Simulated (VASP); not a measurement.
Runs of VASP 6.6.1 on F2CH2. The cell holds a molecule in a box, 5 atoms: a = 12.000 Å, b = 11.000 Å, c = 11.000 Å, α = 90.00°, β = 90.00°, γ = 90.00°. 

| task | level | potentials or basis | cutoff (eV) | grid for exact exchange (PRECFOCK) | exchange at q = 0 | gap on the mesh (eV) | largest force (eV/Å) |
| --- | --- | --- | --- | --- | --- | --- | --- |
| atomic charges | PBE+TS | VASP PAW PBE potentials, release 64 (F, C, H) | 520 | - | - | 7.56 | 1.18 |
| single point | BLYP+D3(BJ) | VASP PAW PBE potentials, release 64 (F, C, H) | 520 | - | - | (a) | (b) |
| single point | PBE0 | VASP PAW PBE potentials, release 64 (F_s, C_s, H_s) | 400 | Fast | default | 9.69 | 1.68 |
| electron localisation function | PBE | VASP PAW PBE potentials, release 64 (F, C, H) | 520 | - | - | 7.56 | 1.18 |
| single point | RPBE+D3(BJ) | VASP PAW PBE potentials, release 64 (F_h, C_h, H_h) | 900 | - | - | 7.45 | 1.14 |

Alike in all rows: no spin polarisation; cell as given; k mesh 1 × 1 × 1; smearing gaussian 0.01 eV.

Problem. Fill in the values left out.

Solution. (a) 7.59; (b) 1.54.

Caveats: the PAW data sets were made with another functional, which shifts forces and pressure a little (some runs).

A k mesh can miss the band edges.

Not every run made on this cell is shown here.
